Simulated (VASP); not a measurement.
CaGe2Au2: single point with PBE

Crystal: CaGe2Au2.

```xyz
10
Lattice="6.4935 1.0587 0.6692 0.2522 5.3147 -0.5735 -0.0154 -0.3232 6.4338" Properties=species:S:1:pos:R:3 pbc="T T T"
Ca    4.7314    3.0068    2.5551
Ca    0.8587    3.8346    4.5036
Au    4.6506    5.6270    3.6991
Au    1.9275    2.9847    1.9031
Au    6.2925    5.4747    1.5358
Au    0.6314    1.5551    0.0160
Ge    3.2402    1.6992    6.2506
Ge    6.2671    2.1108    4.7072
Ge    2.5737    4.9986    0.3040
Ge    4.8740    3.7258    6.1598
```

The cell was built by a generator and needn't be a form met in nature.

```yaml
Program: VASP 6.6.1
Task: single point
Functional: PBE
Potentials_or_basis: VASP PAW PBE potentials, release 64 (Ca_sv, Au, Ge_d)
Cutoff: 520 eV
k_mesh: 3 × 3 × 3
Occupations: fermi-dirac, width 0.1 eV
Spin: no spin polarisation
Dipole_correction: no
Further_INCAR_settings: ALGO = Fast; EDIFF = 1e-06; NBANDS = 71
```

| Quantity | Value |
| --- | --- |
| Pressure | 6.0 GPa |
| Largest force | 1.169 eV/Å |
| Band gap on the k mesh | none (metal or under the smearing width) |

Forces in eV/Å, atoms in the order of the input:
```
Ca  -0.199 -0.450 -0.101
Ca   0.589 -0.457 -0.568
Au  -0.542  0.572  0.863
Au  -0.074  0.044  0.874
Au  -0.189  0.416 -0.264
Au  -0.438 -0.483 -0.472
Ge   0.451 -0.219 -0.714
Ge   0.508  0.051 -0.219
Ge   0.242  0.107  0.943
Ge  -0.346  0.418 -0.341
```

Stress tensor (GPa, compression positive):
```
 6.46 -1.55  0.92
-1.55  6.15  0.81
 0.92  0.81  5.30
```

Levels at points of the mesh, in eV from the Fermi level:
| k point | band 56 | band 57 | band 58 | band 59 | band 60 | band 61 | band 62 | band 63 | band 64 | band 65 |
| --- | --- | --- | --- | --- | --- | --- | --- | --- | --- | --- |
| (0.00, 0.00, 0.00) | -1.99 | -1.80 | -1.28 | -0.60 | -0.03 | 0.34 | 0.76 | 0.87 | 1.49 | 1.66 |

It took 12 min on 1 thread of AMD EPYC 9R45 96-Core Processor (Zen 5), with other jobs on the host, peak memory 0.37 GiB.

Caveat: the k mesh is coarse (spacing up to 0.41 Å⁻¹), so the values aren't converged. Spin-orbit coupling is left out, which matters for the levels of Au.
